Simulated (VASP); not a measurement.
Here is the system:

```yaml
crystal:
  lattice:
    - [-1.47910, 1.47910, 1.47910]
    - [1.47910, -1.47910, 1.47910]
    - [1.47910, 1.47910, -1.47910]
  atoms:
    - { symbol: V, position: [0.00000, 0.00000, 0.00000] }
```

Method: PBEsol GGA, VASP's PBE PAW potentials (set 64) (plane waves; VASP 6.6.1). Run with PREC = Normal, EDIFF = 1E-5, 400 eV cut-off, 19×19×19 Γ-centred mesh, first-order Methfessel-Paxton smearing of 0.10 eV, potentials V_sv.

Give the stress tensor in GPa (positive for a compressed cell).

```
-1.20   0.00   0.00
 0.00  -1.20   0.00
 0.00   0.00  -1.20
```
The pressure is its mean diagonal, -1.20 GPa.

The compound is V in the bcc structure. It was relaxed first, which changed the volume by -7 %. The run is not spin-polarised, so no magnetic state was tried.
